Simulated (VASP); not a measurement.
Output of a VASP run:

File OSZICAR:
```
...
DAV:   3    -0.288507932111E+02   -0.13664E+01   -0.13613E+01  3102   0.460E+01
DAV:   4    -0.288598234475E+02   -0.90302E-02   -0.90278E-02  3017   0.379E+00
DAV:   5    -0.288600079770E+02   -0.18453E-03   -0.18452E-03  3162   0.446E-01    0.132E+01
DAV:   6    -0.235630852146E+02    0.52969E+01   -0.65222E+00  2799   0.387E+01    0.304E+00
DAV:   7    -0.238323812375E+02   -0.26930E+00   -0.51969E-01  2724   0.111E+01    0.232E+00
DAV:   8    -0.238365579908E+02   -0.41768E-02   -0.40391E-02  2862   0.279E+00    0.593E-01
DAV:   9    -0.238403986907E+02   -0.38407E-02   -0.20646E-02  2904   0.170E+00    0.187E-01
DAV:  10    -0.238406342458E+02   -0.23556E-03   -0.33826E-03  2967   0.639E-01    0.138E-01
DAV:  11    -0.238407126898E+02   -0.78444E-04   -0.55558E-04  3036   0.346E-01    0.309E-02
DAV:  12    -0.238407544507E+02   -0.41761E-04   -0.79671E-05  2961   0.901E-02    0.296E-02
DAV:  13    -0.238407261183E+02    0.28332E-04   -0.47055E-05  2973   0.104E-01    0.576E-03
DAV:  14    -0.238407392885E+02   -0.13170E-04   -0.57419E-06  2980   0.212E-02    0.155E-03
DAV:  15    -0.238407374317E+02    0.18567E-05   -0.18112E-07  1791   0.493E-03    0.831E-04
DAV:  16    -0.238407384619E+02   -0.10302E-05   -0.32804E-08  1575   0.206E-03    0.624E-04
DAV:  17    -0.238407381257E+02    0.33624E-06   -0.28633E-08  1539   0.160E-03
   1 F= -.23840738E+02 E0= -.23840778E+02  d E =-.238407E+02
       N       E                     dE             d eps       ncg     rms          rms(c)
DAV:   1    -0.239372857727E+02   -0.96547E-01   -0.15140E+00  2811   0.204E+01    0.233E+00
DAV:   2    -0.238343828088E+02    0.10290E+00   -0.23400E-01  2763   0.739E+00    0.360E-01
DAV:   3    -0.238372811973E+02   -0.28984E-02   -0.42951E-03  2835   0.852E-01    0.231E-01
DAV:   4    -0.238377820935E+02   -0.50090E-03   -0.27737E-03  2787   0.768E-01    0.184E-01
DAV:   5    -0.238387544855E+02   -0.97239E-03   -0.12003E-03  2910   0.516E-01    0.231E-02
DAV:   6    -0.238387456265E+02    0.88590E-05   -0.99648E-05  2988   0.122E-01    0.221E-02
DAV:   7    -0.238387729695E+02   -0.27343E-04   -0.21469E-05  2901   0.598E-02    0.136E-02
DAV:   8    -0.238387755625E+02   -0.25930E-05   -0.36779E-06  2907   0.265E-02    0.134E-03
DAV:   9    -0.238387735263E+02    0.20361E-05   -0.38816E-07  1515   0.893E-03    0.475E-04
DAV:  10    -0.238387741099E+02   -0.58356E-06   -0.25414E-08  1443   0.241E-03
   2 F= -.23838774E+02 E0= -.23838805E+02  d E =0.196402E-02
       N       E                     dE             d eps       ncg     rms          rms(c)
DAV:   1    -0.238940029190E+02   -0.55229E-01   -0.81500E-01  2799   0.151E+01    0.160E+00
DAV:   2    -0.238385123240E+02    0.55491E-01   -0.12927E-01  2784   0.541E+00    0.293E-01
DAV:   3    -0.238402556561E+02   -0.17433E-02   -0.21317E-03  2832   0.593E-01    0.209E-01
DAV:   4    -0.238403518116E+02   -0.96155E-04   -0.15586E-03  2775   0.567E-01    0.130E-01
DAV:   5    -0.238410176710E+02   -0.66586E-03   -0.43602E-04  2853   0.309E-01    0.326E-02
DAV:   6    -0.238410207419E+02   -0.30708E-05   -0.37424E-05  3075   0.705E-02    0.156E-02
DAV:   7    -0.238410518603E+02   -0.31118E-04   -0.27515E-05  2817   0.710E-02    0.512E-03
DAV:   8    -0.238410490272E+02    0.28332E-05   -0.34198E-06  2856   0.239E-02    0.740E-04
DAV:   9    -0.238410506515E+02   -0.16244E-05   -0.13582E-07  1428   0.514E-03    0.439E-04
DAV:  10    -0.238410499615E+02    0.69004E-06   -0.12004E-08  1407   0.141E-03
   3 F= -.23841050E+02 E0= -.23841087E+02  d E =-.311836E-03
```

File OUTCAR:
```
------------------------ aborting loop because EDIFF is reached ----------------------------------------
  FORCE on cell =-STRESS in cart. coord.  units (eV):
  Direction    XX          YY          ZZ          XY          YZ          ZX
  --------------------------------------------------------------------------------------
  Total        0.0017895      0.0017895      0.0017895      0.0000000      0.0000000      0.0000000
  in kB        0.2107404      0.2107404      0.2107404      0.0000000      0.0000000      0.0000000
  external PRESSURE =       0.2107404 kB  Pullay stress =       0.0000000 kB
  volume of cell :       13.60
      direct lattice vectors                 reciprocal lattice vectors
     0.000000000  1.894747256  1.894747256    -0.263887439  0.263887439  0.263887439
     1.894747256  0.000000000  1.894747256     0.263887439 -0.263887439  0.263887439
     1.894747256  1.894747256 -0.000000000     0.263887439  0.263887439 -0.263887439
 POSITION                                       TOTAL-FORCE (eV/Angst)
 -----------------------------------------------------------------------------------
      0.00000      0.00000      0.00000         0.000000     -0.000000     -0.000000
 -----------------------------------------------------------------------------------
    total drift:                                0.000000     -0.000000      0.000000
  FREE ENERGIE OF THE ION-ELECTRON SYSTEM (eV)
  ---------------------------------------------------
  free  energy   TOTEN  =       -23.8410499615 eV

  energy  without entropy=      -23.8411619380  energy(sigma->0) =      -23.84108729

 reached required accuracy - stopping structural energy minimisation
```
(Selected blocks of OUTCAR.)

POSCAR:
```
Rh
1
    0.0000000000     1.8978500000     1.8978500000
    1.8978500000     0.0000000000     1.8978500000
    1.8978500000     1.8978500000     0.0000000000
Rh
1
Direct
  0.0000000000   0.0000000000   0.0000000000
```

Write an INCAR and KPOINTS that could have produced this output.

One answer among several that fit: the input of the run itself, r2SCAN+rVV10, plane waves, VASP's PBE PAW potentials (set 64).

**INCAR**
```
! general
SYSTEM   = Rh
PREC     = Accurate
ENCUT    = 400   ! plane-wave cut-off (eV)
LREAL    = .False.   ! projection in real space or not
LASPH    = .True.   ! aspherical one-centre terms

! electronic loop
EDIFF    = 1E-6   ! SCF stop (eV)
NELM     = 100   ! most electronic steps
ALGO     = Normal
LMAXMIX  = 4
LMIXTAU  = .True.

! smearing
ISMEAR   = 1   ! Methfessel-Paxton
SIGMA    = 0.1

! functional
METAGGA  = R2SCAN
LUSE_VDW = .True.
BPARAM   = 11.95
CPARAM   = 0.0093

! ions
IBRION   = 2   ! conjugate gradients
NSW      = 60
ISIF     = 3   ! ions, shape and volume
EDIFFG   = -0.01   ! ionic stop

! output
LWAVE    = .False.
LCHARG   = .False.
```

KPOINTS:
```
Automatic mesh
0
Gamma
15 15 15
0 0 0
```

POTCAR, in this order: Rh_pv (PBE.64 set). Program: vasp_std.

The structure comes from a measured Rh entry (Fm-3m) of the Crystallography Open Database, whose conditions weren't checked. This run relaxes it. Symmetry was kept, so distortions that lower it aren't found.
